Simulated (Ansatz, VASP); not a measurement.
## Cross-check of BiAs between VASP and Ansatz

Wanted: the spread between two codes on one cell, functional and k mesh. The cell is invented: As first built, before any earlier steps moved the atoms (in the runner's words): it takes the AlAs structure with some of its atoms replaced by other elements, volume scaled by an estimate. It may not be a known or stable phase. The cell is taken from a series of VASP runs on this material, whose earlier steps may have relaxed, scaled or displaced it; both programs get it as it stands. Valence electrons are named where the data sets of a main pair hold unlike numbers.

Method: plane waves, with VASP 6.6.1 beside it; band structure at HSE06 and band structure at r2SCAN0, in Ansatz 0.2.0.

**1. Starting point**

Symmetry: P6_3mc, No. 186, hexagonal system. The conventional cell has a = 5.072 Å, b = 5.072 Å, c = 6.342 Å, α = 90.00°, β = 90.00°, γ = 120.00°. Nearest to Bi lie 4 As at 2.79 to 2.95 Å. As has 4 Bi at 2.79 to 2.95 Å nearest. As first built, before any earlier steps moved the atoms (in the runner's words): sites of the AlAs structure (space group 186) filled with other elements, volume scaled by an estimate. Farther neighbours are not listed.

As a file:

```xyz
4
Lattice="5.0716 0.0000 0.0000 -2.5358 4.3921 0.0000 0.0000 0.0000 6.3422" Properties=species:S:1:pos:R:3 pbc="T T T"
Bi    0.0000    2.9281    6.1404
Bi    2.5358    1.4640    2.9692
As    0.0000    2.9281    2.5865
As    2.5358    1.4640    5.7577
```

**2. VASP: band structure, HSE06**

Levels along a path test the potential and the projectors away from the mesh points.

Lines of VASP's logs that name or quote its potential files are left out, and so is its time.

The run reads the wave functions of an earlier VASP run, which isn't shown here.

Input file INCAR:

```
SYSTEM = BiAs
PREC = Accurate
ENCUT = 400
EDIFF = 1E-06
NELM = 100
ISMEAR = 0
SIGMA = 0.02
LREAL = .FALSE.
ALGO = Normal
LHFCALC = .TRUE.
AEXX = 0.25
GGA = PE
HFSCREEN = 0.2
LASPH = .TRUE.
NBANDS = 26
PRECFOCK = Fast
LORBIT = 11
LWAVE = .FALSE.
LCHARG = .FALSE.
KPAR = 2
```

Input file POSCAR:

```
BiAs
1.0
    5.0716037739     -0.0000000910      0.0000000000
   -2.5358025406      4.3921383167      0.0000000000
    0.0000000000      0.0000000000      6.3422180812
Bi As
2 2
Direct
    0.3333333300      0.6666666700      0.9681709195
    0.6666666700      0.3333333300      0.4681709195
    0.3333333300      0.6666666700      0.4078290805
    0.6666666700      0.3333333300      0.9078290805
```

Input file KPOINTS:

```
Automatic mesh
0
Gamma
3 3 2
0 0 0
```

Input file KPOINTS_OPT:

```
Line mode
6
Line-mode
Reciprocal
  0.00000000   0.00000000   0.00000000 GAMMA
  0.50000000   0.00000000   0.00000000 M

  0.50000000   0.00000000   0.00000000 M
  0.33333333   0.33333333   0.00000000 K

  0.33333333   0.33333333   0.00000000 K
  0.00000000   0.00000000   0.00000000 GAMMA

  0.00000000   0.00000000   0.00000000 GAMMA
  0.00000000   0.00000000   0.50000000 A

  0.00000000   0.00000000   0.50000000 A
  0.50000000   0.00000000   0.50000000 L

  0.50000000   0.00000000   0.50000000 L
  0.33333333   0.33333333   0.50000000 H

  0.33333333   0.33333333   0.50000000 H
  0.00000000   0.00000000   0.50000000 A

  0.50000000   0.00000000   0.50000000 L
  0.50000000   0.00000000   0.00000000 M

  0.33333333   0.33333333   0.00000000 K
  0.33333333   0.33333333   0.50000000 H
```

Potentials, in the order of the species: Bi_d and As (PBE family, release 64).

Command:

```sh
$ mpirun -np 4 vasp_std
```

Numbers of over 12 decimals in the logs are rounded to 6 here.

The log of the run:

```text
[banner, memory and clock lines left out]
running    4 mpi-ranks, on    1 nodes
 distrk:  each k-point on    2 cores,    2 groups
 distr:  one band on    1 cores,    2 groups

 POSCAR found type information on POSCAR BiAs
 POSCAR found :  2 types and       4 ions
 LDA part: xc-table for (Slater+PW92), standard interpolation
 found WAVECAR, reading the header
 POSCAR, INCAR and KPOINTS ok, starting setup
 FFT: planning ... GRIDC
 FFT: planning ... GRID_SOFT
 FFT: planning ... GRID
 reading WAVECAR
 the WAVECAR file was read successfully
 initial charge from wavefunction
 entering main loop
       N       E                     dE             d eps       ncg     rms          rms(c)
DAV:   1    -0.197368059213E+02   -0.19737E+02   -0.10938E+00   324   0.834E+00    0.233E+00
DAV:   2    -0.197517084245E+02   -0.14903E-01   -0.71551E-02   358   0.120E+00    0.160E+00
DAV:   3    -0.197508045672E+02    0.90386E-03   -0.40553E-03   454   0.313E-01    0.922E-01
DAV:   4    -0.197502593194E+02    0.54525E-03   -0.87044E-04   374   0.122E-01    0.530E-01
DAV:   5    -0.197501881964E+02    0.71123E-04   -0.34671E-04   396   0.770E-02    0.295E-01
DAV:   6    -0.197501577761E+02    0.30420E-04   -0.42568E-05   334   0.446E-02    0.163E-01
DAV:   7    -0.197501471990E+02    0.10577E-04   -0.22667E-05   266   0.249E-02    0.890E-02
DAV:   8    -0.197501477634E+02   -0.56437E-06   -0.73761E-06   278   0.120E-02
   1 F= -.19750148E+02 E0= -.19750148E+02  d E =-.141866E-14
 Start KPOINTS_OPT (optional k-point list driver)
k-point batch [1-6\54]
       N       E                     dE             ncg
DAV:   1    -0.268597065247E+03   -0.28133E+04      320
DAV:   2    -0.259951385997E+04   -0.23309E+04      326
DAV:   3    -0.285718762781E+04   -0.25767E+03      370
DAV:   4    -0.287088785236E+04   -0.13700E+02      390
DAV:   5    -0.287130980648E+04   -0.42195E+00      428
DAV:   6    -0.287132105336E+04   -0.11247E-01      428
DAV:   7    -0.287132123684E+04   -0.18348E-03      426
DAV:   8    -0.287132124031E+04   -0.34654E-05      384
DAV:   9    -0.287132124043E+04   -0.12226E-06      280
[...]
k-point batch [49-54\54]
       N       E                     dE             ncg
DAV:   1    -0.297783294466E+03   -0.60136E+04      320
DAV:   2    -0.259997442808E+04   -0.23022E+04      354
DAV:   3    -0.284120325150E+04   -0.24123E+03      380
DAV:   4    -0.285357103418E+04   -0.12368E+02      338
DAV:   5    -0.285403370057E+04   -0.46267E+00      426
DAV:   6    -0.285404714660E+04   -0.13446E-01      458
DAV:   7    -0.285404734189E+04   -0.19529E-03      432
DAV:   8    -0.285404734543E+04   -0.35408E-05      336
DAV:   9    -0.285404734561E+04   -0.17670E-06      268
```

OUTCAR, selected parts (step 2):

```text
ion  position               nearest neighbor table
   1  0.333  0.667  0.968-   3 2.79   4 2.95   4 2.95   4 2.95
   2  0.667  0.333  0.468-   4 2.79   3 2.95   3 2.95   3 2.95
   3  0.333  0.667  0.408-   1 2.79   2 2.95   2 2.95   2 2.95
   4  0.667  0.333  0.908-   2 2.79   1 2.95   1 2.95   1 2.95

  LATTYP: Found a hexagonal cell.
 ALAT       =     5.0716037739
 C/A-ratio  =     1.2505350110

 Subroutine GETGRP returns: Found 12 space group operations
 (whereof  6 operations were pure point group operations)

The static configuration has the point symmetry C_3v.
 The point group associated with its full space group is C_6v.

 Found      6 irreducible k-points:

   k-points           NKPTS =      6   k-points in BZ     NKDIM =     18   number of bands    NBANDS=     26

   dimension x,y,z NGX =    36 NGY =   36 NGZ =   42
   dimension x,y,z NGXF=    72 NGYF=   72 NGZF=   84

   ENCUT  =  400.0 eV  29.40 Ry    5.42 a.u.   8.27  8.27 10.34*2*pi/ulx,y,z

   NELECT =      40.0000    total number of electrons

 k-points in reciprocal lattice and weights: Automatic mesh
   0.00000000  0.00000000  0.00000000       0.056
   0.33333333  0.00000000  0.00000000       0.333
   0.33333333  0.33333333  0.00000000       0.111
   0.00000000  0.00000000  0.50000000       0.056
   0.33333333  0.00000000  0.50000000       0.333
   0.33333333  0.33333333  0.50000000       0.111

  exchange ACFDT corr.  =         0.00000000  see jH, gK, PRB 81, 115126

 average (electrostatic) potential at core
       1-101.2284       2-101.2284       3 -47.0058       4 -47.0058

 E-fermi :   3.7592

 k-point     1 :       0.0000    0.0000    0.0000
  band No.  band energies     occupation
    ...
     16       0.1209      2.00000
     17       0.1209      2.00000
     18       1.9291      2.00000
     19       1.9949      2.00000
     20       1.9950      2.00000
     21       4.4233      0.00000
     22       4.4233      0.00000
     23       6.6966      0.00000
     24       6.6966      0.00000
     25       7.5290      0.00000
    ...

 k-point     2 :       0.3333    0.0000    0.0000
  band No.  band energies     occupation
    ...
     16      -0.5617      2.00000
     17       0.7110      2.00000
     18       1.3049      2.00000
     19       1.3957      2.00000
     20       3.0146      2.00000
     21       5.1412      0.00000
     22       6.1064      0.00000
     23       7.1279      0.00000
     24       7.9652      0.00000
     25       8.5451      0.00000
    ...

 k-point     3 :       0.3333    0.3333    0.0000
  band No.  band energies     occupation
    ...
     16      -0.3446      2.00000
     17      -0.3446      2.00000
     18       0.6011      2.00000
     19       3.6529      2.00000
     20       3.6529      2.00000
     21       5.7961      0.00000
     22       5.7961      0.00000
     23       6.5093      0.00000
     24       8.1964      0.00000
     25       8.8418      0.00000
    ...

  energy-cutoff  :      400.00
  volume of cell :      141.27
      direct lattice vectors                 reciprocal lattice vectors
     5.071603774 -0.000000091  0.000000000     0.197176289  0.113839797  0.000000000
    -2.535802541  4.392138317  0.000000000     0.000000004  0.227679535  0.000000000
     0.000000000  0.000000000  6.342218081     0.000000000  0.000000000  0.157673544

 POSITION                                       TOTAL-FORCE (eV/Angst)
 -----------------------------------------------------------------------------------
     -0.00000      2.92809      6.14035        -0.000000      0.000000      0.294998
      2.53580      1.46405      2.96924         0.000000     -0.000000      0.294998
     -0.00000      2.92809      2.58654         0.000000      0.000000     -0.294998
      2.53580      1.46405      5.75765        -0.000000      0.000000     -0.294998
 -----------------------------------------------------------------------------------
    total drift:                                0.000017     -0.000001     -0.000272

  FREE ENERGIE OF THE ION-ELECTRON SYSTEM (eV)
  ---------------------------------------------------
  free  energy   TOTEN  =       -19.7501477634 eV

  energy  without entropy=      -19.7501477634  energy(sigma->0) =      -19.75014776

 total charge
# of ion       s       p       d       tot
------------------------------------------
    1        1.620   1.215   9.926  12.761
    2        1.620   1.215   9.926  12.761
    3        1.305   1.415   0.020   2.740
    4        1.305   1.415   0.020   2.740
--------------------------------------------------
tot          5.849   5.260  19.893  31.002

[... 3 further parts left out ...]
```

The k-mesh is coarse for exact exchange; levels may shift by about 0.1 eV on a finer one. Spin-orbit coupling is off here; with elements this heavy it splits and shifts levels by tenths of an eV or more. The PAW data sets were made with PBE, which is usual practice but a small mismatch for other functionals.

[end of part 1 of 3]

[Lines on the potential files, build, host, timing and source positions are cut from VASP's logs without a mark.]

[Logs are printed without paths, hosts, clocks, repeated set-up lines and the standing remarks that a program may print on its own settings, such as how far it seeks lower states.]

[Hosts, paths, dates, database ids (printed as entryN), source tags and the programs' standing remarks are cut or masked in the printed files.]
